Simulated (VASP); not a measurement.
The system is ScIn3N2.

```
Sc In N
1.0
     6.30000    0.00000    0.00000
     0.00000    6.30000    0.00000
     0.00000    0.00000    5.50000
Sc In N
2 6 4
Direct
  0.00000 0.00000 0.75000
  0.00000 0.00000 0.25000
  0.00000 0.50000 0.75000
  0.50000 0.00000 0.25000
  0.50000 0.00000 0.75000
  0.00000 0.50000 0.25000
  0.50000 0.50000 0.75000
  0.50000 0.50000 0.25000
  0.19000 0.81000 0.50000
  0.19000 0.19000 0.00000
  0.81000 0.19000 0.50000
  0.81000 0.81000 0.00000
```

The cell was built by a generator and needn't be a form met in nature.

```yaml
Program: VASP 6.6.1
Task: relaxation of cell and atoms
Functional: PBE
Potentials_or_basis: VASP PAW PBE potentials, release 64 (Sc_sv, In_d, N)
Cutoff: 520 eV
k_mesh: 2 × 2 × 3
Occupations: gaussian, width 0.15 eV
Spin: no spin polarisation
```

At the start: pressure 6.2 GPa; volume 18.19 Å³/atom.

Task: How do energy, volume and symmetry change on relaxing?

Result: Over 8 steps the energy falls by 119.3 meV/atom and the volume is 19.90 Å³/atom (+9.4 %); space group P4_2/mcm (No. 132, to 0.05 Å).

The path:
| step | energy change (eV) | largest force (eV/Å) | pressure (GPa) | volume (Å³) |
| --- | --- | --- | --- | --- |
| 1 | 0.0000 | 1.4589 | 6.15 | 218.29 |
| 2 | -1.1348 | 1.1474 | -1.68 | 240.58 |
| 3 | -1.1415 | 1.1172 | -2.20 | 242.78 |
| 4 | -1.3741 | 0.3957 | -0.18 | 237.20 |
| 5 | -1.3839 | 0.1569 | 0.80 | 235.64 |
| 6 | -1.3842 | 0.2179 | 0.56 | 235.90 |
| 7 | -1.4240 | 0.0815 | 0.29 | 237.88 |
| 8 | -1.4321 | 0.0166 | 0.44 | 238.79 |

Final structure:
```
CELL_PARAMETERS angstrom
6.31187 0.00000 0.00000
0.00000 6.31187 0.00000
0.00000 0.00000 5.99369
ATOMIC_POSITIONS crystal
Sc 0.00000 0.00000 0.75000
Sc 0.00000 0.00000 0.25000
In 0.00000 0.50000 0.75000
In 0.50000 0.00000 0.25000
In 0.50000 0.00000 0.75000
In 0.00000 0.50000 0.25000
In 0.50000 0.50000 0.75000
In 0.50000 0.50000 0.25000
N 0.16917 0.83083 0.50000
N 0.16917 0.16917 0.00000
N 0.83083 0.16917 0.50000
N 0.83083 0.83083 0.00000
```

Caveat: the k mesh is coarse (spacing up to 0.50 Å⁻¹), so the values aren't converged.
